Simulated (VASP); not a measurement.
All values below come from PBE GGA, VASP's PBE PAW potentials (set 64) (plane waves; VASP 6.6.1).

VASP input:

### INCAR
```
# general
SYSTEM  = Se
PREC    = Accurate
ENCUT   = 400
LREAL   = .FALSE.
LASPH   = .TRUE.
ISYM    = 0

# electronic loop
EDIFF   = 1E-6
NELM    = 100
ALGO    = Normal
LMAXMIX = 4

# smearing
ISMEAR  = 0
SIGMA   = 0.05

# functional
GGA     = PE

# ions
ISIF    = 2

# output
LWAVE   = .FALSE.
LCHARG  = .FALSE.
```

**KPOINTS**
```
Automatic mesh
0
Gamma
5 5 4
0 0 0
```

### POSCAR
```
Se
1
    2.2020640000    -3.7554740000     0.0000000000
    2.2020640000     3.7554740000     0.0000000000
    0.0000000000     0.0000000000     4.9328050000
Se
3
Direct
  0.0000000000   0.2250000000   0.6666670000
  0.7750000000   0.7750000000   0.0000000000
  0.2328360000   0.0078360000   0.3333330000
```

POTCAR, in this order: Se (PBE.64 set). Program: vasp_std.

Task: What will the output report for the number of irreducible k-points (NKPTS), number of bands (NBANDS), largest plane-wave count, FFT grid (NGX, NGY, NGZ)?

Result: 
```yaml
number of irreducible k-points (NKPTS): 51
number of bands (NBANDS): 13
largest_plane_wave_count: 1495
FFT grid (NGX, NGY, NGZ): 28 × 28 × 32
```

The compound is Se in the trig structure. The cell was not relaxed at this level, atoms are displaced from their ideal sites. The run is one of a series of settings (ISYM = 0 against the base run), some of them coarse on purpose.
